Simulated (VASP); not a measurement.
A convergence study with VASP on Mg2Si (space group no. 225 when undisturbed): a few settings are varied, all else stays as given below, so the limit is that of these other settings. One atom is moved off its site, so that forces are finite.

```xyz
3
Lattice="0.0000 3.1655 3.1655 3.1655 0.0000 3.1655 3.1655 3.1655 0.0000" Properties=species:S:1:pos:R:3 pbc="T T T"
Mg     1.5827     1.5827     1.5827
Mg     4.7482     4.7482     4.7482
Si     0.0000     0.0000     0.0500
```

The numbers are results of LDA (Ceperley-Alder, Perdew-Zunger), VASP's LDA PAW potentials (set 64) (plane waves; VASP), not measurements. The last row used: 300 eV cut-off, 7×7×7 Γ-centred mesh, Fermi-Dirac smearing of 0.020 eV, potentials Mg Si.

Gaps are read on the run's mesh, which can miss a band edge.

```csv
setting,E (eV/atom),pressure (GPa),gap on the mesh (eV),irreducible k-points
SIGMA = 1.0,-3.2583,1.47,0.471,40
SIGMA = 0.5,-3.3359,-1.43,0.362,40
SIGMA = 0.2,?,?,?,40
SIGMA = 0.1,-3.3658,-2.14,0.286,40
SIGMA = 0.02,?,-2.14,?,40
```

Task: Some entries are withheld; supply them.

Result: 
- SIGMA = 0.02, E (eV/atom): -3.3664
- SIGMA = 0.02, gap on the mesh (eV): 0.279
- SIGMA = 0.2, E (eV/atom): -3.3639
- SIGMA = 0.2, pressure (GPa): -2.11
- SIGMA = 0.2, gap on the mesh (eV): 0.301

VASP warned of too few bands at SIGMA = 1.0.

Left out are rungs that failed or repeat a setting and relaxations that didn't move; long series are thinned to 24 rows.

The structure is a typed Mg2Si crystal (space group no. 225). The cell was not relaxed at this level, it is distorted from the ideal structure. VASP warned that the highest band is occupied, so more bands are needed.
